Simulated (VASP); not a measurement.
Given:

```
CELL_PARAMETERS angstrom
      1.78090    -3.08461     0.00000
      1.78090     3.08461     0.00000
      0.00000     0.00000     5.48701
ATOMIC_POSITIONS crystal
  Dy 0.33333 0.66667 0.25000
  Dy 0.66667 0.33333 0.75000
```

Method: PBE GGA with D3 dispersion (zero damping), VASP's PBE PAW potentials (set 64) (plane waves; VASP). Run with 520 eV cut-off, Gaussian smearing of 0.050 eV, potentials Dy_3.

The 4f electrons are frozen in the core of the lanthanide potential, so 4f levels, which can set the real gap, and their magnetism are missing.

Question: Give the energies of bands 7 to 12 at the high-symmetry points, in eV from the Fermi level.

Answer: 
```
band      Γ      M      K      A      L      H
----  -----  -----  -----  -----  -----  -----
7     -5.20  -1.94  -1.03  -3.50  -2.00  -0.61
8     -2.23  -1.52  -0.73  -3.50  -2.00  -0.61
9      1.58  -1.01  -0.73   1.09   0.05  -0.43
10     1.81   0.11  -0.42   1.09   0.05  -0.43
11     1.81   1.43   1.25   1.69   1.82   0.64
12     2.37   1.76   1.25   1.69   1.82   0.64
```

It has no gap at this level: it comes out as a metal or semimetal.

The compound is Dy in the hcp structure. It was relaxed first.
